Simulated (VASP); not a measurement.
Given:

```yaml
crystal:
  lattice:
    - [0.00000, 2.71195, 2.71195]
    - [2.71195, 0.00000, 2.71195]
    - [2.71195, 2.71195, 0.00000]
  atoms:
    - { symbol: Si, position: [0.25000, 0.25000, 0.25000] }
    - { symbol: Si, position: [0.75000, 0.75000, 0.75000] }
    - { symbol: Ni, position: [0.00000, 0.00000, 0.00000] }
```

Method: PBE GGA, VASP's PBE PAW potentials (set 64) (plane waves; VASP). Run with 480 eV cut-off, 10×10×10 Γ-centred mesh, first-order Methfessel-Paxton smearing of 0.10 eV, potentials Si Ni.

Problem. Estimate the energy per atom (σ→0), pressure, band gap (on the k-mesh) with the smallest direct gap where there is one.

Solution. 
| Property | Value |
|---|---|
| band gap (on the k-mesh) | none (metal, semimetal or under 0.01 eV) |
| energy per atom (σ→0) | -5.789 eV/atom |
| pressure | 1.62 GPa |

The absolute energy has meaning only against runs of the same code, potentials and settings.

The compound is NiSi2 in the fluorite structure. This cell was strained or had an atom moved on purpose. The run is not spin-polarised, so no magnetic state was tried.
